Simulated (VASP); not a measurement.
Input:

```
Li
1.0
   -1.68096     1.68096     1.68096
    1.68096    -1.68096     1.68096
    1.68096     1.68096    -1.68096
Li
1
Direct
  0.00000   0.00000   0.00000
```

Level of theory: PBE GGA, VASP's PBE PAW potentials (set 64) (plane waves; VASP). Numerical set-up: 400 eV cut-off, 11×11×11 Γ-centred mesh, Gaussian smearing of 0.14 eV, potentials Li_sv.

At this cut-off the stress carries a Pulay error, which pulls relaxed volumes low.

### Question
Predict the energy per atom (σ→0), pressure, band gap (on the k-mesh) with the smallest direct gap where there is one.

### Answer

The band gap (on the k-mesh) is none (metal, semimetal or under 0.01 eV), the energy per atom (σ→0) is -1.913 eV/atom and the pressure comes out as -2.91 GPa.

Only differences to runs with the same potentials and settings are physical.

The structure comes from a computed database's Li entry; how it stands against other phases isn't given here. The cell was not relaxed at this level.
